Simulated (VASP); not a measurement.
An input for Ansatz (written as the equivalent of a VASP run, and not itself run):

Ansatz 0.2 input:
```yaml
crystal:
  lattice:
    - [0.0000000, 2.5299274, 2.5299274]
    - [2.5299274, 0.0000000, 2.5299274]
    - [2.5299274, 2.5299274, 0.0000000]
  atoms:
    - { symbol: Ag, position: [0.0000000, 0.0000000, 1.0000000] }
    - { symbol: Br, position: [0.5000000, 0.5000000, 0.5000000] }
kpoints:
  mp_grid: { grid: [9, 9, 9] }
hamiltonian:
  xc: pbesol
  pseudopotentials: { kind: paw }
scf:
  occupations: { method: gaussian, width: 0.05 }
  max_iter: 100
relax:
  max_steps: 40
  f_tol: 0.02
  cell: { p_target: 45 }
output: { forces: true, stress: true, eigenvalues: true }
```

### Question
Write the VASP files for the same calculation (PBEsol).

### Answer
One answer among several that fit: 
POSCAR:
```
AgBr
1.0
  0.0000000000   2.5299273707   2.5299273707
  2.5299273707   0.0000000000   2.5299273707
  2.5299273707   2.5299273707   0.0000000000
Ag Br
1 1
Cart
  2.5299273707   2.5299273707   0.0000000000
  2.5299273707   2.5299273707   2.5299273707
```

**KPOINTS**
```
K-points
0
gamma
  9 9 9
0 0 0
```

**INCAR**
```
SYSTEM = AgBr
PREC = Accurate
ENCUT = 500
EDIFF = 1E-6
NELM = 100
ALGO = Normal
LREAL = .FALSE.
LASPH = .TRUE.
ISMEAR = 0
SIGMA = 0.05
GGA = PS
LMAXMIX = 4
LWAVE = .FALSE.
LCHARG = .FALSE.
IBRION = 2
ISIF = 3
NSW = 40
EDIFFG = -0.02
PSTRESS = 450
```

POTCAR, in this order: Ag Br (PBE.64 set). Program: vasp_std.

What does not carry over: each code has its own PAW files, so the cut-off isn't converted (ENCUT is set for VASP's; basis.ecutwfc is left out, and Ansatz then takes the one that its files recommend); Ansatz stops its SCF on the density residual and VASP on the energy change (EDIFF).

The compound is AgBr in the rock salt structure. It was relaxed first under an external pressure of 45 GPa.
